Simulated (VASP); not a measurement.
Runs of VASP 6.6.1 on Sn. It takes space group I4_1/amd (No. 141, tetragonal). Conventional cell: a = 5.839 Å, b = 5.839 Å, c = 3.188 Å, α = 90.00°, β = 90.00°, γ = 90.00°. Sn (site symmetry -4m2) is surrounded by 6 Sn at 3.03 to 3.19 Å. 

```tsv
level	potentials or basis	k mesh	cutoff (eV)	mesh quality	gap on the mesh (eV)	pressure (GPa)
LDA	VASP PAW LDA potentials, release 64 (Sn_d)	12 × 12 × 12	520	not flagged	none	(a)
PBEsol	VASP PAW PBE potentials, release 64 (Sn_d)	4 × 4 × 4	520	coarse	none	-0.8
PBEsol	VASP PAW PBE potentials, release 64 (Sn_d)	12 × 12 × 12	300	not flagged	none	-1.1
PBEsol	VASP PAW PBE potentials, release 64 (Sn_d)	12 × 12 × 12	520	not flagged	none	-0.7
LDA	VASP PAW LDA potentials, release 64 (Sn_d)	4 × 4 × 4	300	coarse	none	(b)
```

Alike in all rows: task electric field gradients; no spin polarisation; cell as given; smearing fermi-dirac 0.05 eV.

Q: Estimate the missing entries.

A: (a) -2.1; (b) -2.6.

Caveats: some runs use coarse meshes; the PAW data sets were made with another functional, which shifts forces and pressure a little (some runs).

A k mesh can miss the band edges, and the runs leave out spin-orbit coupling on Sn.

A gap of «none» marks a metal or a gap under the smearing width.

Not every run made on this cell is shown here.
